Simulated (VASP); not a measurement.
All values below come from vdW-DF2, VASP's PBE PAW potentials (set 64) (plane waves; VASP 6.6.1).

The input files of a VASP run:

### INCAR
```
# general
SYSTEM   = Te
PREC     = Accurate
ENCUT    = 520
LREAL    = .FALSE.   # projection in real space or not
LASPH    = .TRUE.

# electronic loop
EDIFF    = 1E-6   # SCF stop (eV)
NELM     = 100   # most electronic steps
ALGO     = Normal   # blocked Davidson
LMAXMIX  = 4

# smearing
ISMEAR   = 0
SIGMA    = 0.05   # width (eV)

# functional
GGA      = ML
LUSE_VDW = .TRUE.
AGGAC    = 0.0
ZAB_VDW  = -1.8867

# ions
IBRION   = 2
NSW      = 60   # most ionic steps
ISIF     = 3
EDIFFG   = -0.02

# output
LWAVE    = .FALSE.
LCHARG   = .FALSE.
```

### POSCAR
```
Te
1.0
  2.1980042588  -3.8070547636   0.0000000000
  2.1980042588   3.8070547636   0.0000000000
  0.0000000000   0.0000000000   5.8583661971
Te
3
Direct
  1.0000000000   0.2811410115   0.6666670000
  0.7188589885   0.7188589885   0.0000000000
  0.2811410115   1.0000000000   0.3333330000
```

File KPOINTS:
```
Automatic mesh
0
Gamma
5 5 4
0 0 0
```

POTCAR, in this order: Te (PBE.64 set). Program: vasp_std.

What VASP printed:

File OSZICAR:
```
...
DAV:   4    -0.291769997378E+01    0.30457E-02   -0.65323E-03   526   0.488E-01    0.865E-01
DAV:   5    -0.291651042806E+01    0.11895E-02   -0.98042E-04   542   0.216E-01    0.198E-01
DAV:   6    -0.291649152222E+01    0.18906E-04   -0.97356E-05   518   0.621E-02    0.371E-02
DAV:   7    -0.291649501593E+01   -0.34937E-05   -0.96972E-06   559   0.234E-02    0.245E-02
DAV:   8    -0.291649806667E+01   -0.30507E-05   -0.12942E-06   236   0.872E-03    0.792E-03
DAV:   9    -0.291649729999E+01    0.76667E-06   -0.19997E-07   221   0.386E-03
   3 F= -.29164973E+01 E0= -.29164973E+01  d E =-.358643E+00
       N       E                     dE             d eps       ncg     rms          rms(c)
DAV:   1    -0.291679922908E+01   -0.30116E-03   -0.87553E-03   442   0.459E-01    0.965E-02
DAV:   2    -0.291654378689E+01    0.25544E-03   -0.36298E-04   442   0.113E-01    0.454E-02
DAV:   3    -0.291643780941E+01    0.10598E-03   -0.19346E-04   442   0.663E-02    0.306E-02
DAV:   4    -0.291642916584E+01    0.86436E-05   -0.14182E-05   481   0.203E-02    0.379E-02
DAV:   5    -0.291642525114E+01    0.39147E-05   -0.63593E-07   221   0.701E-03    0.229E-03
DAV:   6    -0.291642452316E+01    0.72798E-06   -0.33023E-07   221   0.419E-03
   4 F= -.29164245E+01 E0= -.29164245E+01  d E =-.358570E+00
       N       E                     dE             d eps       ncg     rms          rms(c)
DAV:   1    -0.293552600855E+01   -0.19101E-01   -0.52325E-01   442   0.403E+00    0.422E-01
DAV:   2    -0.293558074938E+01   -0.54741E-04   -0.21754E-02   472   0.921E-01    0.156E-01
DAV:   3    -0.293476927466E+01    0.81147E-03   -0.13221E-03   502   0.210E-01    0.847E-02
DAV:   4    -0.293461502334E+01    0.15425E-03   -0.39557E-04   467   0.108E-01    0.823E-02
DAV:   5    -0.293460681694E+01    0.82064E-05   -0.37468E-05   537   0.528E-02    0.148E-02
DAV:   6    -0.293460634318E+01    0.47376E-06   -0.10862E-05   477   0.187E-02    0.771E-03
DAV:   7    -0.293460663164E+01   -0.28845E-06   -0.48922E-07   221   0.580E-03
   5 F= -.29346066E+01 E0= -.29346066E+01  d E =-.181821E-01
       N       E                     dE             d eps       ncg     rms          rms(c)
DAV:   1    -0.298443384259E+01   -0.49827E-01   -0.47171E+00   442   0.120E+01    0.140E+00
DAV:   2    -0.298606622745E+01   -0.16324E-02   -0.20051E-01   467   0.278E+00    0.474E-01
DAV:   3    -0.297890845248E+01    0.71578E-02   -0.10979E-02   507   0.615E-01    0.268E-01
DAV:   4    -0.297721180520E+01    0.16966E-02   -0.42598E-03   457   0.349E-01    0.246E-01
DAV:   5    -0.297717848943E+01    0.33316E-04   -0.37592E-04   560   0.163E-01    0.346E-02
DAV:   6    -0.297716548731E+01    0.13002E-04   -0.95285E-05   462   0.552E-02    0.244E-02
DAV:   7    -0.297716712691E+01   -0.16396E-05   -0.46758E-06   490   0.169E-02    0.591E-03
DAV:   8    -0.297716814205E+01   -0.10151E-05   -0.24120E-07   221   0.474E-03    0.292E-03
DAV:   9    -0.297716840159E+01   -0.25955E-06   -0.55501E-08   221   0.187E-03
   6 F= -.29771684E+01 E0= -.29771684E+01  d E =-.607439E-01
       N       E                     dE             d eps       ncg     rms          rms(c)
DAV:   1    -0.301854026312E+01   -0.41372E-01   -0.19208E+01   442   0.240E+01    0.350E+00
DAV:   2    -0.303190578579E+01   -0.13366E-01   -0.85174E-01   472   0.571E+00    0.960E-01
DAV:   3    -0.300362605868E+01    0.28280E-01   -0.41101E-02   512   0.122E+00    0.613E-01
DAV:   4    -0.299487501834E+01    0.87510E-02   -0.22182E-02   457   0.775E-01    0.493E-01
DAV:   5    -0.299473598962E+01    0.13903E-03   -0.17151E-03   597   0.326E-01    0.554E-02
DAV:   6    -0.299469976602E+01    0.36224E-04   -0.32067E-04   492   0.105E-01    0.478E-02
DAV:   7    -0.299470414534E+01   -0.43793E-05   -0.16648E-05   500   0.326E-02    0.109E-02
DAV:   8    -0.299470588123E+01   -0.17359E-05   -0.11821E-06   316   0.858E-03    0.631E-03
DAV:   9    -0.299470652067E+01   -0.63944E-06   -0.25623E-07   226   0.378E-03
   7 F= -.29947065E+01 E0= -.29947065E+01  d E =-.782820E-01
       N       E                     dE             d eps       ncg     rms          rms(c)
DAV:   1    -0.300714371249E+01   -0.12438E-01   -0.26793E+00   442   0.904E+00    0.112E+00
DAV:   2    -0.300529189825E+01    0.18518E-02   -0.10769E-01   472   0.205E+00    0.305E-01
DAV:   3    -0.300146088733E+01    0.38310E-02   -0.65944E-03   507   0.473E-01    0.194E-01
DAV:   4    -0.300071831626E+01    0.74257E-03   -0.25969E-03   472   0.274E-01    0.151E-01
DAV:   5    -0.300073525186E+01   -0.16936E-04   -0.15867E-04   496   0.102E-01    0.342E-02
DAV:   6    -0.300073643745E+01   -0.11856E-05   -0.35409E-05   492   0.390E-02    0.180E-02
DAV:   7    -0.300073676469E+01   -0.32724E-06   -0.27727E-06   443   0.133E-02
   8 F= -.30007368E+01 E0= -.30007368E+01  d E =-.843122E-01
       N       E                     dE             d eps       ncg     rms          rms(c)
DAV:   1    -0.310126545284E+01   -0.10053E+00   -0.26845E+00   442   0.806E+00    0.135E+00
DAV:   2    -0.302986583608E+01    0.71400E-01   -0.11705E-01   452   0.203E+00    0.753E-01
DAV:   3    -0.299960320153E+01    0.30263E-01   -0.71372E-02   442   0.124E+00    0.550E-01
DAV:   4    -0.299875041500E+01    0.85279E-03   -0.24917E-03   557   0.292E-01    0.641E-01
DAV:   5    -0.299837183129E+01    0.37858E-03   -0.19014E-04   590   0.105E-01    0.715E-02
DAV:   6    -0.299833529740E+01    0.36534E-04   -0.21996E-05   527   0.302E-02    0.306E-02
DAV:   7    -0.299833032823E+01    0.49692E-05   -0.12956E-06   308   0.928E-03    0.134E-02
DAV:   8    -0.299832542350E+01    0.49047E-05   -0.20297E-06   281   0.116E-02    0.547E-03
DAV:   9    -0.299832576391E+01   -0.34041E-06   -0.25686E-07   221   0.430E-03
   9 F= -.29983258E+01 E0= -.29983258E+01  d E =0.241100E-02
       N       E                     dE             d eps       ncg     rms          rms(c)
DAV:   1    -0.303814999065E+01   -0.39825E-01   -0.88445E-01   442   0.471E+00    0.806E-01
DAV:   2    -0.301433362078E+01    0.23816E-01   -0.38956E-02   452   0.115E+00    0.405E-01
DAV:   3    -0.300464137022E+01    0.96923E-02   -0.26252E-02   442   0.751E-01    0.300E-01
DAV:   4    -0.300455203573E+01    0.89334E-04   -0.51880E-04   513   0.155E-01    0.317E-01
DAV:   5    -0.300445281701E+01    0.99219E-04   -0.11286E-04   574   0.723E-02    0.495E-02
DAV:   6    -0.300445365567E+01   -0.83866E-06   -0.74368E-06   527   0.184E-02
  10 F= -.30044537E+01 E0= -.30044537E+01  d E =-.371689E-02
       N       E                     dE             d eps       ncg     rms          rms(c)
DAV:   1    -0.300539611655E+01   -0.94330E-03   -0.83373E-02   442   0.167E+00    0.130E-01
DAV:   2    -0.300543328701E+01   -0.37170E-04   -0.35480E-03   482   0.371E-01    0.740E-02
DAV:   3    -0.300532299472E+01    0.11029E-03   -0.17287E-04   497   0.779E-02    0.285E-02
DAV:   4    -0.300529041349E+01    0.32581E-04   -0.85198E-05   487   0.476E-02    0.283E-02
DAV:   5    -0.300528855706E+01    0.18564E-05   -0.35629E-06   475   0.142E-02    0.129E-02
DAV:   6    -0.300528782492E+01    0.73214E-06   -0.51701E-07   236   0.665E-03
  11 F= -.30052878E+01 E0= -.30052878E+01  d E =-.834169E-03
       N       E                     dE             d eps       ncg     rms          rms(c)
DAV:   1    -0.300554063825E+01   -0.25208E-03   -0.36685E-02   442   0.111E+00    0.857E-02
DAV:   2    -0.300556070331E+01   -0.20065E-04   -0.15448E-03   482   0.245E-01    0.463E-02
DAV:   3    -0.300551418362E+01    0.46520E-04   -0.75012E-05   497   0.510E-02    0.183E-02
DAV:   4    -0.300550062708E+01    0.13557E-04   -0.36435E-05   487   0.312E-02    0.187E-02
DAV:   5    -0.300549942060E+01    0.12065E-05   -0.12586E-06   302   0.959E-03    0.698E-03
DAV:   6    -0.300549892289E+01    0.49772E-06   -0.48510E-07   221   0.646E-03
  12 F= -.30054989E+01 E0= -.30054989E+01  d E =-.104527E-02
```

**OUTCAR**
```
------------------------ aborting loop because EDIFF is reached ----------------------------------------
  FORCE on cell =-STRESS in cart. coord.  units (eV):
  Direction    XX          YY          ZZ          XY          YZ          ZX
  --------------------------------------------------------------------------------------
  Total       -0.0149373     -0.0149373     -0.0052893      0.0000000     -0.0000000     -0.0000000
  in kB       -0.1943880     -0.1943879     -0.0688331      0.0000000     -0.0000000     -0.0000000
  external PRESSURE =      -0.1525363 kB  Pullay stress =       0.0000000 kB
  volume of cell :      123.12
      direct lattice vectors                 reciprocal lattice vectors
     2.419564061 -4.190807507  0.000000000     0.206648796 -0.119308749 -0.000000000
     2.419564061  4.190807507 -0.000000000     0.206648796  0.119308749  0.000000000
     0.000000000 -0.000000000  6.070843977     0.000000000  0.000000000  0.164721743
 POSITION                                       TOTAL-FORCE (eV/Angst)
 -----------------------------------------------------------------------------------
      0.61265      1.06114      4.04723        -0.002696     -0.004670     -0.000000
      3.61383     -0.00000     -0.00000         0.005393      0.000000     -0.000000
      0.61265     -1.06114      2.02361        -0.002696      0.004670      0.000000
 -----------------------------------------------------------------------------------
    total drift:                               -0.000134     -0.000412      0.000011
  FREE ENERGIE OF THE ION-ELECTRON SYSTEM (eV)
  ---------------------------------------------------
  free  energy   TOTEN  =        -3.0054989229 eV

  energy  without entropy=       -3.0054989229  energy(sigma->0) =       -3.00549892

 reached required accuracy - stopping structural energy minimisation
```
(Selected blocks of OUTCAR.)

### CONTCAR
```
Te
   1.00000000000000
     2.4195640607809024   -4.1908075069522761    0.0000000000000000
     2.4195640607809024    4.1908075069522761   -0.0000000000000000
     0.0000000000000000   -0.0000000000000000    6.0708439767607647
  Te
     3
Direct
     0.0000000000161060    0.2532069442262042    0.6666669999999968
     0.7467930557576898    0.7467930557576898    0.0000000000000000
     0.2532069442262042    0.0000000000161059    0.3333330000000032
```

Energy and stress use the plane-wave basis of the starting cell.

The compound is Te in the trig structure. This run relaxes it. Symmetry was kept, so distortions that lower it aren't found.
